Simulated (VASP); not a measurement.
Given:

```xyz
2
Lattice="0.0000 3.5444 3.5444 3.5444 0.0000 3.5444 3.5444 3.5444 0.0000" Properties=species:S:1:pos:R:3 pbc="T T T"
Ba     0.0000     0.0000     0.0000
Te     3.5444     3.5444     3.5444
```

Calculation: PBE GGA, VASP's PBE PAW potentials (set 64) (plane waves; VASP). Settings: PREC = Normal, EDIFF = 1E-5, 400 eV cut-off, 7×7×7 Γ-centred mesh, Gaussian smearing of 0.050 eV, potentials Ba_sv Te.

Task: Predict the energy per atom (σ→0).

Result: 
The energy per atom (σ→0) is -4.315 eV/atom.

Only differences to runs with the same potentials and settings are physical.

The compound is BaTe in the rock salt structure. It was relaxed first.
